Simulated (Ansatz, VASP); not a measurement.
# Cu in two plane-wave programs

Wanted: the spread between two codes on one cell, functional and k mesh. The cell is taken from a series of runs on this material, whose earlier steps may have relaxed, scaled, displaced or heated it; both programs get it as it stands.

Main program and level: Ansatz 0.2.0; plane waves, with VASP 6.6.1 beside it; PBEsol.

## Step 1: Starting point

The cell holds 3 atoms: 3 Cu. Cell: a = 2.433 Å, b = 2.433 Å, c = 31.020 Å, α = 90.0°, β = 90.0°, γ = 90.0°. It derives from Cu. Vacuum lies along c.

## Step 2: VASP: zone-centre phonons, PBEsol

Second derivatives magnify differences that forces hide, and they need a tight electronic threshold.

Lines of VASP's logs that name or quote its potential files are left out, and so is its time.

The input, INCAR:

```
SYSTEM = Cu
PREC = Accurate
ENCUT = 600
EDIFF = 1E-08
NELM = 120
ISMEAR = 1
SIGMA = 0.2
LREAL = .FALSE.
ALGO = Normal
GGA = PS
NBANDS = 22
LASPH = .TRUE.
LORBIT = 11
LWAVE = .FALSE.
LCHARG = .FALSE.
ISIF = 2
IBRION = 8
GGA_COMPAT = .FALSE.
NELMDL = -8
KPAR = 2
```

The input, POSCAR:

```
Cu
1.0
    1.7202571552      1.7202571552      0.0000000000
   -1.7202571552      1.7202571552      0.0000000000
    0.0000000000      0.0000000000     31.0199683600
Cu
3
Direct
    0.0000000000      0.0000000000      0.2089293656
    0.5000000000      0.5000000000      0.2677307695
    0.0000000000      0.0000000000      0.3265321734
```

The input, KPOINTS:

```
Automatic mesh
0
Gamma
16 16 1
0 0 0
```

Potentials, in the order of the species: Cu (PBE family, release 64).

Command:

```sh
> mpirun -np 2 vasp_std
```

Numbers of over 12 decimals in the logs are rounded to 6 here.

The log of the run:

```text
[banner, memory and clock lines left out]
running    2 mpi-ranks, on    1 nodes
 distrk:  each k-point on    1 cores,    2 groups
 distr:  one band on    1 cores,    1 groups

 POSCAR found type information on POSCAR Cu
 POSCAR found :  1 types and       3 ions
|                                                                             |
|               ----> ADVICE to this user running VASP <----                  |
|                                                                             |
|     You enforced a specific xc type in the INCAR file but a different       |
|     [... a line on the potential file left out ...]
|     I HOPE YOU KNOW WHAT YOU ARE DOING!                                     |
|                                                                             |

 LDA part: xc-table for (Slater+PW92), standard interpolation
 POSCAR, INCAR and KPOINTS ok, starting setup
 FFT: planning ... GRIDC
 FFT: planning ... GRID_SOFT
 FFT: planning ... GRID
 WAVECAR not read
 entering main loop
       N       E                     dE             d eps       ncg     rms          rms(c)
DAV:   1     0.261646383146E+03    0.26165E+03   -0.14117E+04  1980   0.161E+03
DAV:   2    -0.106817297136E+01   -0.26271E+03   -0.25130E+03  2010   0.335E+02
DAV:   3    -0.138497630125E+02   -0.12782E+02   -0.12278E+02  2382   0.118E+02
DAV:   4    -0.143384059142E+02   -0.48864E+00   -0.47589E+00  2246   0.254E+01
DAV:   5    -0.143518644305E+02   -0.13459E-01   -0.13455E-01  2740   0.357E+00
DAV:   6    -0.143522637249E+02   -0.39929E-03   -0.39929E-03  2518   0.530E-01
DAV:   7    -0.143522839621E+02   -0.20237E-04   -0.20237E-04  2908   0.989E-02
DAV:   8    -0.143522848641E+02   -0.90197E-06   -0.90172E-06  2620   0.162E-02    0.136E+01
DAV:   9    -0.128913069559E+02    0.14610E+01   -0.30518E+01  2340   0.126E+02    0.723E+00
DAV:  10    -0.115776967821E+02    0.13136E+01   -0.57999E+00  2332   0.592E+01    0.110E+00
DAV:  11    -0.115803882165E+02   -0.26914E-02   -0.48017E-01  2488   0.286E+01    0.129E+00
DAV:  12    -0.115602381338E+02    0.20150E-01   -0.99356E-02  2880   0.127E+01    0.872E-01
DAV:  13    -0.115504007391E+02    0.98374E-02   -0.76941E-02  2316   0.551E+00    0.248E-01
DAV:  14    -0.115482006155E+02    0.22001E-02   -0.73911E-03  2440   0.170E+00    0.487E-02
[...]
DAV:  22    -0.115482862749E+02   -0.80115E-05   -0.41691E-07  2152   0.704E-03    0.182E-04
DAV:  23    -0.115482876764E+02   -0.14015E-05   -0.21651E-08  1656   0.225E-03    0.110E-04
DAV:  24    -0.115482901000E+02   -0.24236E-05   -0.10684E-07  1562   0.214E-03    0.191E-04
DAV:  25    -0.115482905084E+02   -0.40840E-06   -0.83134E-09  1614   0.216E-03    0.618E-05
DAV:  26    -0.115482908159E+02   -0.30752E-06   -0.33181E-09  1518   0.372E-04    0.778E-05
DAV:  27    -0.115482908771E+02   -0.61235E-07   -0.12120E-09  1458   0.868E-04    0.950E-06
DAV:  28    -0.115482908976E+02   -0.20505E-07   -0.19119E-10  1446   0.215E-04    0.266E-05
DAV:  29    -0.115482909037E+02   -0.60681E-08   -0.10663E-10  1320   0.258E-04
   1 F= -.11548291E+02 E0= -.11547015E+02  d E =-.382683E-02
 Linear response reoptimize wavefunctions to high precision
DAV:   1    -0.115482909054E+02   -0.16498E-08    0.37953E-11  1470   0.527E-05
DAV:   2    -0.115482909054E+02   -0.50932E-10    0.53245E-11  1464   0.332E-05
 Linear response DOF=           4
 Linear response progress:
  Degree of freedom:   1/  4
       N       E                     dE             d eps       ncg     rms          rms(c)
RMM:   1    -0.228602036289E+00   -0.22860E+00   -0.83823E-02  4425   0.446E+00
RMM:   2    -0.233542531031E+00   -0.49405E-02   -0.20618E-02  4324   0.157E+00    0.102E-01
RMM:   3    -0.233442788375E+00    0.99743E-04   -0.10230E-03  4746   0.277E-01    0.671E-02
RMM:   4    -0.233224080218E+00    0.21871E-03   -0.39713E-04  4934   0.154E-01    0.165E-02
RMM:   5    -0.233224611524E+00   -0.53131E-06   -0.28125E-05  4987   0.359E-02    0.663E-03
RMM:   6    -0.233214158609E+00    0.10453E-04   -0.27476E-06  4147   0.224E-02    0.607E-03
RMM:   7    -0.233200099093E+00    0.14060E-04   -0.14299E-06  4067   0.169E-02    0.105E-03
RMM:   8    -0.233196334754E+00    0.37643E-05   -0.78927E-07  5190   0.735E-03    0.777E-04
RMM:   9    -0.233195486128E+00    0.84863E-06   -0.11058E-08  4129   0.258E-03    0.283E-04
RMM:  10    -0.233195154787E+00    0.33134E-06   -0.22219E-08  5283   0.106E-03    0.967E-05
RMM:  11    -0.233194277930E+00    0.87686E-06   -0.89391E-09  4500   0.453E-04    0.766E-05
RMM:  12    -0.233194124231E+00    0.15370E-06    0.47943E-09  4276   0.262E-04    0.249E-05
RMM:  13    -0.233194093627E+00    0.30604E-07    0.44364E-10  5116   0.115E-04    0.983E-06
RMM:  14    -0.233194040558E+00    0.53069E-07   -0.74464E-11  5307   0.326E-05    0.106E-05
RMM:  15    -0.233193970147E+00    0.70411E-07   -0.67974E-11  5072   0.257E-05    0.336E-06
RMM:  16    -0.233193954477E+00    0.15670E-07   -0.58618E-11  5171   0.123E-05    0.874E-07
RMM:  17    -0.233193962792E+00   -0.83149E-08   -0.31228E-11  4910   0.697E-06    0.344E-07
 first order change of Fermi-energy   0.29283E-03
 force on displaced ion       1 direction 1 :  -1.763   0.000   0.001
 Linear response progress:
  Degree of freedom:   2/  4
       N       E                     dE             d eps       ncg     rms          rms(c)
RMM:   1    -0.263112513161E+00   -0.26311E+00   -0.98411E-02  2730   0.496E+00
RMM:   2    -0.267263187460E+00   -0.41507E-02   -0.20259E-02  2588   0.168E+00    0.123E-01
RMM:   3    -0.267786226739E+00   -0.52304E-03   -0.20753E-03  2604   0.484E-01    0.979E-02
RMM:   4    -0.267843873338E+00   -0.57647E-04   -0.68339E-04  2427   0.408E-01    0.689E-02
RMM:   5    -0.268090520605E+00   -0.24665E-03   -0.21579E-04  2425   0.207E-01    0.244E-02
RMM:   6    -0.268124458696E+00   -0.33938E-04   -0.95172E-05  2551   0.145E-01    0.966E-03
RMM:   7    -0.268126710351E+00   -0.22517E-05   -0.43803E-05  2988   0.786E-02    0.651E-03
RMM:   8    -0.268117380074E+00    0.93303E-05   -0.30166E-06  2753   0.160E-02    0.420E-03
RMM:   9    -0.268098146733E+00    0.19233E-04   -0.14993E-06  2887   0.970E-03    0.120E-03
RMM:  10    -0.268094968724E+00    0.31780E-05   -0.28418E-07  2782   0.450E-03    0.620E-04
RMM:  11    -0.268095953298E+00   -0.98457E-06   -0.80159E-08  2698   0.175E-03    0.197E-04
RMM:  12    -0.268095623874E+00    0.32942E-06    0.28842E-09  3138   0.865E-04    0.789E-05
RMM:  13    -0.268094721294E+00    0.90258E-06    0.53251E-09  2663   0.415E-04    0.852E-05
RMM:  14    -0.268094872939E+00   -0.15165E-06   -0.10168E-08  2800   0.357E-04    0.549E-05
RMM:  15    -0.268094555041E+00    0.31790E-06   -0.64383E-11  3130   0.162E-04    0.307E-05
RMM:  16    -0.268094338618E+00    0.21642E-06   -0.11531E-09  3014   0.131E-04    0.122E-05
RMM:  17    -0.268094460003E+00   -0.12138E-06    0.39997E-10  2996   0.591E-05    0.854E-06
RMM:  18    -0.268094536562E+00   -0.76559E-07   -0.69594E-10  2727   0.448E-05    0.357E-06
RMM:  19    -0.268094560144E+00   -0.23582E-07    0.53667E-10  2757   0.263E-05    0.164E-06
RMM:  20    -0.268094562950E+00   -0.28066E-08    0.26604E-11  3306   0.160E-05    0.123E-06
 first order change of Fermi-energy   0.21504E+00
 force on displaced ion       1 direction 3 :  -0.000  -0.000  -4.634
 Linear response progress:
  Degree of freedom:   3/  4
       N       E                     dE             d eps       ncg     rms          rms(c)
RMM:   1    -0.229664026682E+00   -0.22966E+00   -0.92114E-02  4556   0.458E+00
RMM:   2    -0.233016549503E+00   -0.33525E-02   -0.17419E-02  4060   0.179E+00    0.121E-01
RMM:   3    -0.233189494969E+00   -0.17295E-03   -0.14818E-03  4647   0.367E-01    0.803E-02
RMM:   4    -0.233104308400E+00    0.85187E-04   -0.62092E-04  4817   0.191E-01    0.237E-02
RMM:   5    -0.233067239393E+00    0.37069E-04   -0.51039E-05  4754   0.491E-02    0.883E-03
RMM:   6    -0.233048703665E+00    0.18536E-04   -0.49197E-06  4088   0.274E-02    0.651E-03
RMM:   7    -0.233037620073E+00    0.11084E-04   -0.24111E-06  4096   0.227E-02    0.112E-03
RMM:   8    -0.233032637946E+00    0.49821E-05   -0.16098E-06  5197   0.929E-03    0.763E-04
RMM:   9    -0.233033680934E+00   -0.10430E-05   -0.42667E-07  5048   0.171E-03    0.367E-04
RMM:  10    -0.233035425249E+00   -0.17443E-05   -0.31061E-08  4966   0.980E-04    0.890E-05
RMM:  11    -0.233035047449E+00    0.37780E-06    0.53601E-09  4453   0.308E-04    0.308E-05
RMM:  12    -0.233034919825E+00    0.12762E-06   -0.64255E-09  4772   0.122E-04    0.318E-05
RMM:  13    -0.233034568136E+00    0.35169E-06   -0.24729E-09  5091   0.515E-05    0.959E-06
RMM:  14    -0.233034542360E+00    0.25775E-07   -0.58739E-10  5069   0.355E-05    0.651E-06
RMM:  15    -0.233034595348E+00   -0.52988E-07   -0.53466E-10  4923   0.148E-05    0.771E-07
RMM:  16    -0.233034606147E+00   -0.10798E-07   -0.64746E-11  5049   0.888E-06    0.104E-06
RMM:  17    -0.233034598001E+00    0.81458E-08   -0.88565E-11  3847   0.636E-06    0.123E-07
 first order change of Fermi-energy   0.53560E-03
 force on displaced ion       2 direction 1 :  -3.399   0.000   0.000
 Linear response progress:
  Degree of freedom:   4/  4
       N       E                     dE             d eps       ncg     rms          rms(c)
RMM:   1    -0.269361028391E+00   -0.26936E+00   -0.10756E-01  2870   0.503E+00
RMM:   2    -0.265894221401E+00    0.34668E-02   -0.16243E-02  2397   0.240E+00    0.124E-01
RMM:   3    -0.267041233132E+00   -0.11470E-02   -0.35667E-03  2889   0.535E-01    0.811E-02
RMM:   4    -0.267314627230E+00   -0.27339E-03   -0.53016E-04  2530   0.285E-01    0.671E-02
RMM:   5    -0.267429639896E+00   -0.11501E-03   -0.22182E-04  2501   0.254E-01    0.125E-02
RMM:   6    -0.267414618880E+00    0.15021E-04   -0.65917E-05  3086   0.710E-02    0.104E-02
RMM:   7    -0.267386390208E+00    0.28229E-04   -0.24374E-06  2825   0.157E-02    0.578E-03
RMM:   8    -0.267346385060E+00    0.40005E-04   -0.25829E-06  3069   0.132E-02    0.148E-03
RMM:   9    -0.267354519515E+00   -0.81345E-05   -0.35215E-07  2835   0.394E-03    0.306E-04
RMM:  10    -0.267353298273E+00    0.12212E-05    0.28832E-08  2902   0.172E-03    0.228E-04
RMM:  11    -0.267352078223E+00    0.12201E-05   -0.51429E-09  2669   0.924E-04    0.171E-04
RMM:  12    -0.267350717806E+00    0.13604E-05   -0.57416E-08  2620   0.855E-04    0.958E-05
RMM:  13    -0.267351880010E+00   -0.11622E-05   -0.31110E-08  2965   0.443E-04    0.498E-05
RMM:  14    -0.267352132803E+00   -0.25279E-06   -0.58838E-09  2802   0.229E-04    0.501E-05
RMM:  15    -0.267351892738E+00    0.24007E-06   -0.13966E-09  3240   0.131E-04    0.207E-05
RMM:  16    -0.267351749564E+00    0.14317E-06    0.30467E-09  3228   0.119E-04    0.247E-05
RMM:  17    -0.267351752602E+00   -0.30375E-08   -0.15304E-09  3177   0.510E-05    0.101E-05
 first order change of Fermi-energy   0.11642E-02
 force on displaced ion       2 direction 3 :  -0.000  -0.000  -8.686
 Linear response finished
```

OUTCAR, selected parts (step 2):

```text
ion  position               nearest neighbor table
   1  0.000  0.000  0.209-   2 2.51   2 2.51   2 2.51   2 2.51
   2  0.500  0.500  0.268-   1 2.51   3 2.51   1 2.51   3 2.51   1 2.51   3 2.51   1 2.51   3 2.51

  LATTYP: Found a simple tetragonal cell.
 ALAT       =     2.4328109997
 C/A-ratio  =    12.7506692318

 Subroutine GETGRP returns: Found 16 space group operations
 (whereof  8 operations were pure point group operations)

The static configuration has the point symmetry C_4v.
 The point group associated with its full space group is D_4h.

 Found     45 irreducible k-points:

   k-points           NKPTS =     45   k-points in BZ     NKDIM =     45   number of bands    NBANDS=     22

   dimension x,y,z NGX =    20 NGY =   20 NGZ =  250
   dimension x,y,z NGXF=    40 NGYF=   40 NGZF=  500

   ENCUT  =  600.0 eV  44.10 Ry    6.64 a.u.   4.86  4.86 61.95*2*pi/ulx,y,z

   NELECT =      33.0000    total number of electrons

 k-points in reciprocal lattice and weights: Automatic mesh
   0.00000000  0.00000000  0.00000000       0.004
   0.06250000  0.00000000  0.00000000       0.016
   0.12500000  0.00000000  0.00000000       0.016
   0.18750000  0.00000000  0.00000000       0.016
   0.25000000  0.00000000  0.00000000       0.016
   0.31250000  0.00000000  0.00000000       0.016
   0.37500000  0.00000000  0.00000000       0.016
   0.43750000  0.00000000  0.00000000       0.016
   0.50000000  0.00000000  0.00000000       0.008
[...]
0.50000000  0.43750000  0.00000000       0.016
   0.50000000  0.50000000  0.00000000       0.004

 average (electrostatic) potential at core
       1 -73.1891       2 -73.6548       3 -73.1891

  Total        0.1775108      0.1775108      0.1221173      0.0000000      0.0000000     -0.0000000
  in kB        1.5490918      1.5490918      1.0656875      0.0000000      0.0000000     -0.0000000
  external PRESSURE =       1.3879570 kB  Pullay stress =       0.0000000 kB

  energy-cutoff  :      600.00
  volume of cell :      183.59
      direct lattice vectors                 reciprocal lattice vectors
     1.720257155  1.720257155  0.000000000     0.290654219  0.290654219  0.000000000
    -1.720257155  1.720257155  0.000000000    -0.290654219  0.290654219  0.000000000
     0.000000000  0.000000000 31.019968360     0.000000000  0.000000000  0.032237299

 POSITION                                       TOTAL-FORCE (eV/Angst)
 -----------------------------------------------------------------------------------
      0.00000      0.00000      6.48098        -0.000000      0.000000     -0.035508
      0.00000      1.72026      8.30500        -0.000000      0.000000      0.000000
      0.00000      0.00000     10.12902         0.000000     -0.000000      0.035508
 -----------------------------------------------------------------------------------
    total drift:                               -0.000000      0.000000      0.000018

 Eigenvectors and eigenvalues of the dynamical matrix
 ----------------------------------------------------

   1 f  =    7.084036 THz    44.510310 2PiTHz  236.298003 cm-1    29.297205 meV
             X         Y         Z           dx          dy          dz
      0.000000  0.000000  6.480982     0.000000   -0.000000   -0.408856
      0.000000  1.720257  8.305000    -0.000000    0.000000    0.815889
      0.000000  0.000000 10.129018     0.000000   -0.000000   -0.408856

   2 f  =    4.455002 THz    27.991604 2PiTHz  148.602873 cm-1    18.424400 meV
             X         Y         Z           dx          dy          dz
      0.000000  0.000000  6.480982    -0.317989   -0.263638    0.000000
      0.000000  1.720257  8.305000     0.624822    0.518027    0.000000
      0.000000  0.000000 10.129018    -0.317989   -0.263638   -0.000000

   3 f  =    4.455002 THz    27.991604 2PiTHz  148.602873 cm-1    18.424400 meV
             X         Y         Z           dx          dy          dz
      0.000000  0.000000  6.480982    -0.263638    0.317989   -0.000000
      0.000000  1.720257  8.305000     0.518027   -0.624822    0.000000
      0.000000  0.000000 10.129018    -0.263638    0.317989   -0.000000

   4 f  =    4.343940 THz    27.293781 2PiTHz  144.898245 cm-1    17.965085 meV
             X         Y         Z           dx          dy          dz
      0.000000  0.000000  6.480982    -0.000000   -0.000000   -0.707107
      0.000000  1.720257  8.305000     0.000000    0.000000    0.000000
      0.000000  0.000000 10.129018    -0.000000   -0.000000    0.707107

   5 f  =    2.605123 THz    16.368471 2PiTHz   86.897554 cm-1    10.773919 meV
             X         Y         Z           dx          dy          dz
      0.000000  0.000000  6.480982     0.673644   -0.214949    0.000000
      0.000000  1.720257  8.305000    -0.000000   -0.000000   -0.000000
      0.000000  0.000000 10.129018    -0.673644    0.214949   -0.000000

   6 f  =    2.605123 THz    16.368471 2PiTHz   86.897554 cm-1    10.773919 meV
             X         Y         Z           dx          dy          dz
      0.000000  0.000000  6.480982    -0.214949   -0.673644   -0.000000
      0.000000  1.720257  8.305000    -0.000000   -0.000000   -0.000000
      0.000000  0.000000 10.129018     0.214949    0.673644   -0.000000

   7 f/i=    0.007454 THz     0.046837 2PiTHz    0.248648 cm-1     0.030828 meV
             X         Y         Z           dx          dy          dz
      0.000000  0.000000  6.480982     0.000000    0.000000   -0.576920
      0.000000  1.720257  8.305000     0.000000    0.000000   -0.578209
      0.000000  0.000000 10.129018     0.000000    0.000000   -0.576920

   8 f/i=    0.037276 THz     0.234211 2PiTHz    1.243388 cm-1     0.154160 meV
             X         Y         Z           dx          dy          dz
      0.000000  0.000000  6.480982    -0.569302   -0.072617   -0.000000
      0.000000  1.720257  8.305000    -0.579467   -0.073914   -0.000000
      0.000000  0.000000 10.129018    -0.569302   -0.072617   -0.000000

   9 f/i=    0.037276 THz     0.234211 2PiTHz    1.243388 cm-1     0.154160 meV
             X         Y         Z           dx          dy          dz
      0.000000  0.000000  6.480982     0.072617   -0.569302   -0.000000
      0.000000  1.720257  8.305000     0.073914   -0.579467   -0.000000
      0.000000  0.000000 10.129018     0.072617   -0.569302   -0.000000

 ELASTIC MODULI CONTR FROM IONIC RELAXATION (kBar)
 Direction    XX          YY          ZZ          XY          YZ          ZX
 --------------------------------------------------------------------------------
 XX        -115.5147   -115.5147   -180.3823      0.0000     -0.0000     -0.0000
 YY        -115.5147   -115.5147   -180.3823      0.0000     -0.0000     -0.0000
 ZZ        -180.3823   -180.3823   -281.6766      0.0000     -0.0000     -0.0000
 XY           0.0000      0.0000      0.0000      0.0000      0.0000      0.0000
 YZ          -0.0000     -0.0000     -0.0000      0.0000    -90.9670      0.0000
 ZX          -0.0000     -0.0000     -0.0000      0.0000      0.0000    -69.2772
 --------------------------------------------------------------------------------
```

(Continued in part 2 of 2.)

[Lines on the potential files, build, host, timing and source positions are cut from VASP's logs without a mark.]

[Logs are printed without paths, hosts, clocks, repeated set-up lines and the standing remarks that a program may print on its own settings, such as how far it seeks lower states.]

[Hosts, paths, dates, database ids (printed as entryN), source tags and the programs' standing remarks are cut or masked in the printed files.]
